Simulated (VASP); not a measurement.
Shape and ions are relaxed at each volume.

```
CELL_PARAMETERS angstrom
      1.37628    -2.38379     0.00000
      1.37628     2.38379     0.00000
      0.00000     0.00000     4.46658
ATOMIC_POSITIONS crystal
  Re 0.33333 0.66667 0.25000
  Re 0.66667 0.33333 0.75000
```

Level of theory: r2SCAN+rVV10, VASP's PBE PAW potentials (set 64) (plane waves; VASP). Settings: 520 eV cut-off, 15×15×8 Γ-centred mesh, first-order Methfessel-Paxton smearing of 0.10 eV, potentials Re.

Q: Give the energy at these volumes per atom, relative to the lowest: 13.77, 14.21, 14.65, 15.09, 15.53 Å³.

A: 74.7, 17.8, 0.0, 15.5, 59.2 meV/atom. A third-order Birch-Murnaghan fit gives B0 = 403 GPa and B0′ = 4.4.

Measured: bulk modulus 369 GPa at 0 K (computed value off by +9.2 %), as given by Vázquez-Parga, Fernández-Martínez, Viñes, J. Chem. Theory Comput. (2023), doi:10.1021/acs.jctc.3c00612, Supporting … [zero-point energy and finite temperature contributions removed].

The compound is Re in the hcp structure. It was relaxed first.
